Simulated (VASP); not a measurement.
An input for Ansatz (written as the equivalent of a VASP run, and not itself run):

Ansatz 0.2 input:
```yaml
crystal:
  lattice:
    - [3.8342730, 0.0000000, 0.0000000]
    - [0.0000000, 12.1616730, 0.0000000]
    - [0.0000000, 0.0000000, 30.7671930]
  atoms:
    - { symbol: La, position: [0.5833330, 0.0000000, 0.4287620] }
    - { symbol: La, position: [0.5833330, 0.5000000, 0.4287620] }
    - { symbol: La, position: [0.5833330, 0.2500000, 0.3575240] }
    - { symbol: La, position: [0.0833330, 0.7500000, 0.3931430] }
    - { symbol: La, position: [0.0833330, 0.0000000, 0.5356190] }
    - { symbol: La, position: [0.0833330, 0.5000000, 0.5356190] }
    - { symbol: La, position: [0.0833330, 0.2500000, 0.4643810] }
    - { symbol: La, position: [0.5833330, 0.7500000, 0.5000000] }
    - { symbol: La, position: [0.5833330, 0.0000000, 0.6424760] }
    - { symbol: La, position: [0.5833330, 0.5000000, 0.6424760] }
    - { symbol: La, position: [0.5833330, 0.2500000, 0.5712380] }
    - { symbol: La, position: [0.0833330, 0.7500000, 0.6068570] }
kpoints:
  mp_grid: { grid: [7, 3, 1] }
hamiltonian:
  xc: lda
  pseudopotentials: { kind: paw }
scf:
  occupations: { method: gaussian, width: 0.136 }
  max_iter: 100
output: { forces: true, stress: true, eigenvalues: true }
```

Question: Write the VASP files for the same calculation (LDA).

Answer: Several could match; the one computed here: 
### INCAR
```
! general
SYSTEM =La
PREC   =Accurate
ENCUT  =300
LREAL  =.FALSE.   ! projection in real space or not
LASPH  =.TRUE.

! electronic loop
EDIFF  =1E-6   ! SCF stop (eV)
NELM   =100
ALGO   =Normal   ! blocked Davidson
LMAXMIX=6   ! l cut-off of mixed one-centre charges

! smearing
ISMEAR =0
SIGMA  =0.136

! ions
ISIF   =2

! output
LWAVE  =.FALSE.
LCHARG =.FALSE.
```

### KPOINTS
```
Automatic mesh
0
Gamma
7 3 1
0 0 0
```

**POSCAR**
```
La
1
    3.8342730000     0.0000000000     0.0000000000
    0.0000000000    12.1616730000     0.0000000000
    0.0000000000     0.0000000000    30.7671930000
La
12
Direct
  0.5833330000   0.0000000000   0.4287620000
  0.5833330000   0.5000000000   0.4287620000
  0.5833330000   0.2500000000   0.3575240000
  0.0833330000   0.7500000000   0.3931430000
  0.0833330000   0.0000000000   0.5356190000
  0.0833330000   0.5000000000   0.5356190000
  0.0833330000   0.2500000000   0.4643810000
  0.5833330000   0.7500000000   0.5000000000
  0.5833330000   0.0000000000   0.6424760000
  0.5833330000   0.5000000000   0.6424760000
  0.5833330000   0.2500000000   0.5712380000
  0.0833330000   0.7500000000   0.6068570000
```

POTCAR, in this order: La (LDA.64 set). Program: vasp_std.

What does not carry over: each code has its own PAW files, so the cut-off isn't converted (ENCUT is set for VASP's; basis.ecutwfc is left out, and Ansatz then takes the one that its files recommend); Ansatz stops its SCF on the density residual and VASP on the energy change (EDIFF); Ansatz's lda is the Perdew-Wang form, while the LDA potentials of VASP carry Perdew-Zunger's.

The cell is a sheet with vacuum, built from a database entry that may be metastable or hypothetical.
